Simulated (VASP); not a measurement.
Here is a VASP 6.6.1 calculation.

The input INCAR:

```
SYSTEM = CS2
  PREC = Accurate
  ENCUT = 600
  EDIFF = 1E-7
  ISMEAR = 0
  SIGMA = 0.02
  LREAL = .FALSE.
  LASPH = .TRUE.
  NELM = 80
  ALGO = Fast
  ISIF = 3
  LWAVE = .FALSE.
  LCHARG = .FALSE.
  GGA = PS
  IBRION = 2
  NSW = 40
  EDIFFG = -0.01
  KPAR = 2
```

The input KPOINTS:

```
regular mesh
0
G
  6 6 4
  0 0 0
```

File POSCAR:

```
CS2
1.0
    3.6457880000     -2.9943140000      0.0000000000
    3.6457880000      2.9943140000      0.0000000000
    0.0000000000      0.0000000000      9.8512570000
S C
4 2
Direct
    0.1815210000      0.8184790000      0.8868670000
    0.3184790000      0.6815210000      0.3868670000
    0.6815210000      0.3184790000      0.6131330000
    0.8184790000      0.1815210000      0.1131330000
    0.5000000000      0.5000000000      0.5000000000
    0.0000000000      0.0000000000      0.0000000000
```

Potentials or basis: VASP PAW PBE potentials, release 64 (S, C).

Run with:

```console
$ cat potpaw_PBE.64/S/POTCAR potpaw_PBE.64/C/POTCAR > POTCAR
$ mpirun -np 2 vasp_std > vasp.out
```

Problem. Predict the relaxed cell.

Solution. a = 4.203 Å, b = 4.203 Å, c = 9.150 Å, α = 90.00°, β = 90.00°, γ = 82.33°.

Problem. Predict the relaxed volume.

Solution. 26.69 Å³/atom.

Problem. What does it give for the space group after relaxing (to 0.05 Å)?

Solution. Cmce (No. 64).

Final structure:
```yaml
crystal:
  lattice:
    - [3.16372, -2.76630, 0.00000]
    - [3.16372, 2.76630, 0.00000]
    - [0.00000, 0.00000, 9.15029]
  atoms:
    - { symbol: S, position: [0.19541, 0.80459, 0.87796] }
    - { symbol: S, position: [0.30459, 0.69541, 0.37796] }
    - { symbol: S, position: [0.69541, 0.30459, 0.62204] }
    - { symbol: S, position: [0.80459, 0.19541, 0.12204] }
    - { symbol: C, position: [0.50000, 0.50000, 0.50000] }
    - { symbol: C, position: [0.00000, 0.00000, 0.00000] }
```

Caveat: the volume moved by over 15 % at a fixed basis, so the end points are rough; the PAW data sets were made with another functional, which shifts forces and pressure a little.
